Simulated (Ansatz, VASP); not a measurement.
**Sb: VASP beside Ansatz**

Aim: how closely do two programs agree when they are given the same cell, functional and k mesh? Of the first pair: The structure shown is the start of the Ansatz relaxation below; VASP solves that cell, so the two are compared at the walk's first step.

Main program and level: Ansatz 0.2.0; plane waves, with VASP 6.6.1 beside it; single point at PBEsol with D3(BJ).

### 1. Set-up

The cell holds 2 atoms: 2 Sb. Cell: a = 4.120 Å, b = 4.120 Å, c = 30.500 Å, α = 90.0°, β = 90.0°, γ = 120.0°. Vacuum lies along c.

Structure file:

```cif
data_structure
_symmetry_space_group_name_H-M 'P 1'
_symmetry_Int_Tables_number 1
_cell_length_a 4.1200
_cell_length_b 4.1200
_cell_length_c 30.5000
_cell_angle_alpha 90.000
_cell_angle_beta 90.000
_cell_angle_gamma 120.000
_cell_volume 448.36
loop_
_atom_site_label
_atom_site_type_symbol
_atom_site_fract_x
_atom_site_fract_y
_atom_site_fract_z
_atom_site_occupancy
Sb1 Sb 0.33333 0.66667 0.52689 1
Sb2 Sb 0.66667 0.33333 0.47311 1
```

### 2. Ansatz: relaxation, PBEsol with D3(BJ)

Ansatz runs on its PAW soft_1 files.

The two programs are compared at the cell with which this relaxation starts, whose forces are those of its first step.

input.yaml

```yaml
crystal:
  lattice:
    - [4.12, 0.0, 0.0]
    - [-2.06, 3.5680246636, 0.0]
    - [0.0, 0.0, 30.5]
  atoms:
    - { symbol: Sb, position: [0.3333333333, 0.6666666667, 0.5268852459] }
    - { symbol: Sb, position: [0.6666666667, 0.3333333333, 0.4731147541] }
  periodic: [true, true, false]
kpoints:
  mp_grid: { grid: [6, 6, 1] }
hamiltonian:
  xc: pbesol
  dispersion: d3bj
  pseudopotentials: { kind: paw, azcp: { folder: soft_1 }, xc_functional: pbe }
scf:
  occupations: { method: fermi_dirac, width: 0.02 }
relax:
  f_tol: 0.01
  max_steps: 100
  cell: {}
```

Run with:

```console
ansatz run input.yaml --threads 8 --pin off --max-ram 17510MiB --backend cpu --events-out ev --progress --plain --runs-dir out
```

Numbers of over 12 decimals in the logs are rounded to 6 here.

What it wrote:

```text
Engine: ansatz 0.2.0, aarch64-unknown-linux-gnu
Pseudopotentials: kind: paw
Pseudopotential: Sb, paw, valence charge 15, recommended cutoff 420 eV (normal), soft_1/Sb.paw.azcp
Functional definition: PBEsol
  exchange = pbesol_x
  correlation = pbesol_c
Crystal: 2 atoms, lattice volume = 448.358 Å³
Basis set: ecut = 420 eV, 8657 PW (Γ), exchange–correlation on 60×60×432 points (8 copies of the dense FFT grid, shifted against one another)
Bands: 19, of which v1, the nominal top of the filled ones, is band 15 counted from 1 (14 counted from 0)
Symmetry: 12 space group operations
Space group: P-3m1 (ITA 164), of the structure as read, at distance tolerance 7.7e-5 Å
k-points: 7 of 36
Non-local potential: Sb, projectors of the file, l = 0: 2, l = 1: 2, l = 2: 2, l = 3: 1
PAW form: soft (Blöchl's): semilocal exchange-correlation on the pseudo side does not see the compensation charge
PAW frozen core: Sb, regenerated for the run's functional, and the local potential with it (the file was generated under x = pbe(κ = 0.804, μ = 0.219515), c = pbe(β = 0.066725))
PAW one-centre angular grid: Sb, 590 points (default); XC on 64 Gauss nodes
Initial density: superposition of atomic densities (neutral atoms: chi_scale 0, normalization atom)
Initial wavefunctions: pseudopotential atomic-orbital guess
Functional: x = pbesol(κ = 0.804, μ = 0.123457), c = pbesol(β = 0.046)
iter 1 solved again at ethr=8.32e-4 eV; its pass at ethr=3.10e-3 eV (dr2=2.50e-1 eV) is discarded
SCF iter   1: F=—  HF=-12816.359645 eV  |F-HF|=—  |Δ(HF+E_count)|=         —  Δρ=7.20e-3  dr2=2.51e-1  ethr=8.32e-4  ⟨swp⟩=1.9  Hψ=1295  notcnv=0
preconditioner: auto → none  [insulator: Δε(μ)=1.371 eV  Ē_g=7.985 eV  σ=0.020 eV  W_gap=1.00  n_scr=16 (ndim 8)  ℏωp=5.5 eV  f_vac=0.790  D(μ)=0.00/eV (n_scr^D=0)  ε∞_Penn≈1.5]
SCF iter   2: F=—  HF=-12816.309789 eV  |F-HF|=—  |Δ(HF+E_count)|=   4.99e-2  Δρ=3.38e-3  dr2=4.01e-2  ethr=8.32e-4  ⟨swp⟩=3.4  Hψ=219  notcnv=0
SCF iter   3: F=—  HF=-12816.306009 eV  |F-HF|=—  |Δ(HF+E_count)|=   3.78e-3  Δρ=9.30e-4  dr2=5.34e-3  ethr=1.34e-4  ⟨swp⟩=4.3  Hψ=328  notcnv=0
SCF iter   4: F=—  HF=-12816.304503 eV  |F-HF|=—  |Δ(HF+E_count)|=   1.51e-3  Δρ=2.92e-4  dr2=1.47e-4  ethr=1.78e-5  ⟨swp⟩=4.9  Hψ=344  notcnv=0
SCF iter   5: F=—  HF=-12816.304519 eV  |F-HF|=—  |Δ(HF+E_count)|=   1.61e-5  Δρ=3.90e-5  dr2=4.55e-6  ethr=4.89e-7  ⟨swp⟩=4.0  Hψ=275  notcnv=0
SCF iter   6: F=—  HF=-12816.304554 eV  |F-HF|=—  |Δ(HF+E_count)|=   3.48e-5  Δρ=4.51e-6  dr2=8.23e-8  ethr=3.33e-10  ⟨swp⟩=6.9  Hψ=816  notcnv=0
SCF iter   7: F=-12816.304554 eV  HF=-12816.304554 eV  |F-HF|=3.46e-9  |Δ(HF+E_count)|=   1.11e-8  Δρ=1.00e-6  dr2=2.75e-9  ethr=2.74e-10  ⟨swp⟩=3.7  Hψ=552  notcnv=0
SCF 1 converged in 7 iterations: F = -12816.304554 eV  dr2 = 2.75e-9
  greatest PAW one-centre occupation: 0.996 electrons in one spin orbital (limit 2), on the Sb atom at site 1 (counted from 0), in its partial waves of l = 2
relax step   1: F+E_penalty+E_count = -12816.30455353 eV  Δ(F+E_penalty+E_count) = +0.000e0 eV  max|allowed force component| = 3.398e-1 eV/Å  Δτ_max = 0.0000 Å  P = -1.309 N/m  Ω = 448.358 Å³  fix = [c, alpha, beta]  reactions: c +0.000 N/m  (7 SCF iters, dr2 threshold 1.00e-7 eV, accepted)
[...]
relax step   2: F+E_penalty+E_count = -12816.30788362 eV  Δ(F+E_penalty+E_count) = -3.330e-3 eV  max|allowed force component| = 6.456e-1 eV/Å  Δτ_max = 0.0439 Å  P = -0.025 N/m  Ω = 437.612 Å³  energy of the carried Pulay correction = +1.670e-4 eV  fix = [c, alpha, beta]  reactions: c -0.000 N/m  (5 SCF iters, dr2 threshold 2.00e-7 eV, accepted)
[...]
relax step   3: F+E_penalty+E_count = -12816.33483365 eV  Δ(F+E_penalty+E_count) = -2.695e-2 eV  max|allowed force component| = 4.330e-2 eV/Å  Δτ_max = 0.0363 Å  P = -0.290 N/m  Ω = 431.848 Å³  energy of the carried Pulay correction = +2.583e-4 eV  fix = [c, alpha, beta]  reactions: c -0.000 N/m  (5 SCF iters, dr2 threshold 2.00e-7 eV, accepted)
[...]
relax step   4: F+E_penalty+E_count = -12816.33717056 eV  Δ(F+E_penalty+E_count) = -2.337e-3 eV  max|allowed force component| = 1.720e-2 eV/Å  Δτ_max = 0.0079 Å  P = -0.070 N/m  Ω = 426.349 Å³  energy of the carried Pulay correction = +3.465e-4 eV  fix = [c, alpha, beta]  reactions: c -0.000 N/m  (5 SCF iters, dr2 threshold 1.55e-7 eV, accepted)
[...]
relax step   5: F+E_penalty+E_count = -12816.33726148 eV  Δ(F+E_penalty+E_count) = -9.093e-5 eV  max|allowed force component| = 9.868e-4 eV/Å  Δτ_max = 0.0000 Å  P = -0.009 N/m  Ω = 425.422 Å³  energy of the carried Pulay correction = +3.615e-4 eV  fix = [c, alpha, beta]  reactions: c -0.000 N/m  (4 SCF iters, dr2 threshold 1.85e-8 eV, accepted)
[...]
relax step   6: F+E_penalty+E_count = -12816.33691463 eV  Δ(F+E_penalty+E_count) = +3.469e-4 eV  max|allowed force component| = 6.865e-4 eV/Å  Δτ_max = 0.0000 Å  P = -0.010 N/m  Ω = 425.422 Å³  fix = [c, alpha, beta]  reactions: c -0.000 N/m  stress off target by 9.85e-3 N/m on what of the cell is left free  SCF on the basis re-selected at this cell (its energy is not comparable with the rows above)  (6 SCF iters)
basis re-selected at this cell: Δ(F+E_penalty+E_count) = +3.469e-4 eV, ΔP = -0.001 N/m vs the last step (what re-selecting the basis moved, of the pressure what is left beyond the Pulay correction that the steps carried, after the strain that the cell walked since its last selection, with what the two solves' SCF thresholds leave and, on support functions, any second-order correction that the steps lacked; it is no measure of the basis error at this ecutwfc). The dense FFT grid was sized anew with the basis: this SCF ran on 27×27×216 points, the steps before it on 30×30×216, so part of this shift can come from that change (see relax.cell in the input reference). [rest of the remark cut]
SCF converged after 6 iterations
Free energy (F): -12816.336915 eV
Harris-Foulkes:  -12816.336915 eV  (|F-HF|=2.00e-11)
Internal energy: -12816.336915 eV  (E = F + TS)
E sigma→0 (E₀):  -12816.336915 eV
Fermi energy:    -4.147556 eV
--- Per-component energies (eV) ---
  E_band       = -758.247363
  E_kinetic    = 326.171462
  E_local      = -41314.865768  (includes V_loc(G=0)·N_el)
  E_nonlocal   = 783.046472
  E_hartree    = 20171.478092
  E_xc         = -195.642535
  E_vxc        = -180.457496  (∫ρ·V_xc dr)
  E_paw        = -8935.694363  (= ΣΔE_a)
  E_vpaw       = -715.098466  (= ΣTr[D̂ρ^β])
  E_aug_tail   = 0.000261  (compensation charges beyond the density's cutoff)
  E_ewald      = 16348.906954
  E_disp       = -0.401199  (pairwise vdW)
  E_core_change = 0.663710  (= ΣΔE_core)
  E_smearing   = -0.000000  (= −TS)
  E_closure    = 0.000000  (closes the sum)
  Σ components = -12816.336915   (vs F -12816.336915, Δ=0.00e0)
--- Forces (eV/Å), atoms counted from 1 ---
  atom   1  Sb     0.00000000     0.00000000    -0.00068653
  atom   2  Sb     0.00000000    -0.00000000     0.00068653
  max |Σ_I F_I| component: 1.08e-19 eV/Å
--- 2D stress c σ (N/m, compression-positive) ---
       -0.009850      -0.000000      -0.000000
       -0.000000      -0.009850      -0.000000
       -0.000000      -0.000000      -0.000000
  P = ½ c Tr σ = -0.0098 N/m
--- Relaxed structure (5 steps of the walk, 5 accepted, 1 SCFs on fresh bases) ---
  F+E_penalty+E_count = -12816.33691463 eV   max|allowed force component| = 6.865e-4 eV/Å   (the final SCF, on the basis selected at the relaxed cell)
  cell:  # Å, volume = 425.4217 Å³
    - [4.013235, 0, 0]
    - [-2.006617, 3.475563, 0]
    - [0, 0, 30.5]
  atoms:
    - { symbol: Sb, position: [0.333333, 0.666667, 0.526895] }
    - { symbol: Sb, position: [0.666667, 0.333333, 0.473105] }
```

In the SCF lines HF is the Harris–Foulkes energy and dr2 the Hartree energy of the density residual, in eV; the loop may stop once dr2 is under the threshold and the program's other checks hold. Hψ counts applications of the Hamiltonian.

### 3. VASP: single point, PBEsol with D3(BJ), start cell, pair 1

The same cell, functional, mesh and smearing now go to VASP, with its own data sets.

Lines of VASP's logs that name or quote its potential files are left out, and so is its time.

INCAR

```
SYSTEM = Sb
PREC = Accurate
ENCUT = 400
EDIFF = 1E-06
NELM = 120
ISMEAR = -1
SIGMA = 0.02
LREAL = .FALSE.
ALGO = Normal
GGA = PS
IVDW = 12
NBANDS = 11
LORBIT = 11
LWAVE = .FALSE.
LCHARG = .FALSE.
ISIF = 2
LDIPOL = .TRUE.
IDIPOL = 3
DIPOL = 0.5 0.5 0.5
LVHAR = .TRUE.
LASPH = .TRUE.
GGA_COMPAT = .FALSE.
EFERMI = MIDGAP
NELMDL = -8
KPAR = 2
```

POSCAR

```
Sb
1.0
    4.1200000000      0.0000000000      0.0000000000
   -2.0600000000      3.5680250000      0.0000000000
    0.0000000000      0.0000000000     30.5000000000
Sb
2
Direct
    0.3333332866      0.6666665732      0.5268852459
    0.6666667134      0.3333334268      0.4731147541
```

KPOINTS

```
Automatic mesh
0
Gamma
6 6 1
0 0 0
```

Potentials, in the order of the species: Sb (PBE family, release 64).

Run with:

```console
mpirun -np 2 vasp_std
```

What it wrote:

```text
[banner, memory and clock lines left out]
running    2 mpi-ranks, on    1 nodes
 distrk:  each k-point on    1 cores,    2 groups
 distr:  one band on    1 cores,    1 groups

 POSCAR found type information on POSCAR Sb
 POSCAR found :  1 types and       2 ions
|                                                                             |
|               ----> ADVICE to this user running VASP <----                  |
|                                                                             |
|     You enforced a specific xc type in the INCAR file but a different       |
|     [... a line on the potential file left out ...]
|     I HOPE YOU KNOW WHAT YOU ARE DOING!                                     |
|                                                                             |

 LDA part: xc-table for (Slater+PW92), standard interpolation
 POSCAR, INCAR and KPOINTS ok, starting setup
 FFT: planning ... GRIDC
 FFT: planning ... GRID_SOFT
 FFT: planning ... GRID
 WAVECAR not read
 entering main loop
       N       E                     dE             d eps       ncg     rms          rms(c)
DAV:   1     0.552452202585E+02    0.55245E+02   -0.21058E+03   154   0.442E+02
DAV:   2    -0.427106057843E+01   -0.59516E+02   -0.54673E+02   259   0.826E+01
DAV:   3    -0.871258385957E+01   -0.44415E+01   -0.44307E+01   202   0.309E+01
DAV:   4    -0.876391930948E+01   -0.51335E-01   -0.51324E-01   195   0.447E+00
DAV:   5    -0.876563593155E+01   -0.17166E-02   -0.17166E-02   210   0.913E-01
DAV:   6    -0.876567809044E+01   -0.42159E-04   -0.42159E-04   198   0.109E-01
DAV:   7    -0.876568152056E+01   -0.34301E-05   -0.34301E-05   220   0.262E-02
DAV:   8    -0.876568155152E+01   -0.30967E-07   -0.30906E-07   166   0.225E-03    0.282E+00
DAV:   9    -0.872538414751E+01    0.40297E-01   -0.15794E-02   184   0.579E-01    0.173E+00
DAV:  10    -0.869925124980E+01    0.26133E-01   -0.40130E-02   181   0.948E-01    0.101E-01
DAV:  11    -0.869927886054E+01   -0.27611E-04   -0.20164E-03   175   0.238E-01    0.372E-02
DAV:  12    -0.869910299220E+01    0.17587E-03   -0.29060E-04   219   0.852E-02    0.207E-02
DAV:  13    -0.869910396339E+01   -0.97119E-06   -0.13594E-04   166   0.467E-02    0.122E-02
DAV:  14    -0.869918151470E+01   -0.77551E-04   -0.52362E-05   163   0.268E-02    0.776E-03
DAV:  15    -0.869939150591E+01   -0.20999E-03   -0.30435E-05   173   0.242E-02    0.322E-03
DAV:  16    -0.869948412553E+01   -0.92620E-04   -0.35557E-06   193   0.797E-03    0.172E-03
DAV:  17    -0.869953047112E+01   -0.46346E-04   -0.20535E-06   182   0.540E-03    0.803E-04
DAV:  18    -0.869955024398E+01   -0.19773E-04   -0.66520E-07   198   0.223E-03    0.427E-04
DAV:  19    -0.869955735673E+01   -0.71127E-05   -0.20757E-07   190   0.119E-03    0.222E-04
DAV:  20    -0.869956177435E+01   -0.44176E-05   -0.12551E-07   185   0.828E-04    0.127E-04
DAV:  21    -0.869956309152E+01   -0.13172E-05   -0.17776E-08   145   0.323E-04    0.904E-05
DAV:  22    -0.869956396809E+01   -0.87656E-06   -0.13270E-08   150   0.247E-04
   1 F= -.90804095E+01 E0= -.90804095E+01  d E =-.653463E-14
```

Parts of OUTCAR (step 3):

```text
ion  position               nearest neighbor table
   1  0.333  0.667  0.527-   2 2.89   2 2.89   2 2.89
   2  0.667  0.333  0.473-   1 2.89   1 2.89   1 2.89

  LATTYP: Found a hexagonal cell.
 ALAT       =     4.1200000000
 C/A-ratio  =     7.4029126214

 Subroutine GETGRP returns: Found 12 space group operations
 (whereof 12 operations were pure point group operations)

The static configuration has the point symmetry D_3d.

 Found      7 irreducible k-points:

   k-points           NKPTS =      7   k-points in BZ     NKDIM =      7   number of bands    NBANDS=     11

   dimension x,y,z NGX =    28 NGY =   28 NGZ =  200
   dimension x,y,z NGXF=    56 NGYF=   56 NGZF=  400

   ENCUT  =  400.0 eV  29.40 Ry    5.42 a.u.   6.72  6.72 49.74*2*pi/ulx,y,z

   NELECT =      10.0000    total number of electrons

 k-points in reciprocal lattice and weights: Automatic mesh
   0.00000000  0.00000000  0.00000000       0.028
   0.16666667  0.00000000  0.00000000       0.167
   0.33333333  0.00000000  0.00000000       0.167
   0.50000000  0.00000000  0.00000000       0.083
   0.16666667  0.16666667  0.00000000       0.167
   0.33333333  0.16666667  0.00000000       0.333
   0.33333333  0.33333333  0.00000000       0.056

 dipolmoment           0.000000      0.000000     -0.000000 electrons x Angstroem

 average (electrostatic) potential at core
       1 -95.3058       2 -95.3058

 E-fermi :  -2.7405

 k-point     1 :       0.0000    0.0000    0.0000
  band No.  band energies     occupation
      1     -14.6523      2.00000
      2      -9.6670      2.00000
      3      -3.9355      2.00000
      4      -3.3688      2.00000
      5      -3.3688      2.00000
      6      -1.8573      0.00000
      7      -0.5865      0.00000
      8      -0.5864      0.00000
      9       1.0518      0.00000
     10       1.3006      0.00000
    ...

 k-point     2 :       0.1667    0.0000    0.0000
  band No.  band energies     occupation
      1     -14.3604      2.00000
      2      -9.6943      2.00000
      3      -5.1700      2.00000
      4      -3.9162      2.00000
      5      -3.8414      2.00000
      6      -1.6210      0.00000
      7      -0.1015      0.00000
      8      -0.1005      0.00000
      9       1.3823      0.00000
     10       1.6201      0.00000
    ...

 k-point     3 :       0.3333    0.0000    0.0000
  band No.  band energies     occupation
      1     -13.5387      2.00000
      2     -10.2705      2.00000
      3      -6.3718      2.00000
      4      -4.6425      2.00000
      5      -4.1762      2.00000
      6      -2.1122      0.00000
      7      -0.3161      0.00000
      8       0.2020      0.00000
      9       2.0910      0.00000
     10       2.2010      0.00000
    ...

 Edisp (eV)   -0.38085

  Total      -1.13316    -1.13316    -0.39491     0.00000     0.00000     0.00000
  in kB      -4.04928    -4.04928    -1.41117     0.00000     0.00000     0.00000
  external pressure =       -3.17 kB  Pullay stress =        0.00 kB

  energy-cutoff  :      400.00
  volume of cell :      448.36
      direct lattice vectors                 reciprocal lattice vectors
     4.120000000  0.000000000  0.000000000     0.242718447  0.140133547  0.000000000
    -2.060000000  3.568025000  0.000000000     0.000000000  0.280267095  0.000000000
     0.000000000  0.000000000 30.500000000     0.000000000  0.000000000  0.032786885

 POSITION                                       TOTAL-FORCE (eV/Angst)
 -----------------------------------------------------------------------------------
      0.00000      2.37868     16.07000        -0.000000      0.000000     -0.237284
      2.06000      1.18934     14.43000         0.000000     -0.000000      0.237284
 -----------------------------------------------------------------------------------
    total drift:                                0.000000     -0.000000     -0.000000

  FREE ENERGIE OF THE ION-ELECTRON SYSTEM (eV)
  ---------------------------------------------------
  free  energy   TOTEN  =        -9.0804094716 eV

  energy  without entropy=       -9.0804094716  energy(sigma->0) =       -9.08040947

 vacuum level on the upper side and lower side of the slab         1.528         1.528

 total charge
# of ion       s       p       d       tot
------------------------------------------
    1        1.213   1.162   0.026   2.401
    2        1.213   1.162   0.026   2.401
--------------------------------------------------
tot          2.426   2.323   0.052   4.801

[... 3 further parts left out ...]
```

The gap is read on the k-mesh alone, so it is an upper bound where the band edges lie off the mesh. The PAW data sets were made with PBE, which is usual practice but a small mismatch for other functionals.

### 4. Differences

Known differences besides the potentials themselves: Ansatz cuts the interaction across the vacuum, VASP repeats the sheet with a dipole correction; the data sets hold 30 valence electrons in Ansatz (on its PAW soft_1 files) and 10 in VASP; the cutoff is 420 eV in Ansatz and 400 eV in VASP; Ansatz makes its cores anew for this functional, VASP keeps those of its PBE data sets. Total energies have different zeros and are not compared.

Forces (eV/Å; atoms numbered as in POSCAR):

```
atom        Ansatz x, y, z          VASP x, y, z
 Sb1  0.000, 0.000, -0.340  0.000, 0.000, -0.237
 Sb2   0.000, 0.000, 0.340   0.000, 0.000, 0.237
```

The forces differ by 59 meV/Å r.m.s., which is 43.2 % of the r.m.s. force of 0.137 eV/Å (both taken over all components). With vacuum in the cell, a pressure given here is an average over mostly empty space and none of the material.

### 5. Further runs

Further runs change the set-up of one program: Ansatz's method, potentials or start, or VASP's data sets, cutoff or form of LDA. The table gives that difference for each run.

```
                            run  r.m.s. force difference (meV/Å)
                       as above                               59
VASP with the data sets Sb_d_GW                             0.35
```

(Continued in part 2 of 2.)

[Lines on the potential files, build, host, timing and source positions are cut from VASP's logs without a mark.]

[Logs are printed without paths, hosts, clocks, repeated set-up lines and the standing remarks that a program may print on its own settings, such as how far it seeks lower states.]

[Hosts, paths, dates, database ids (printed as entryN), source tags and the programs' standing remarks are cut or masked in the printed files.]
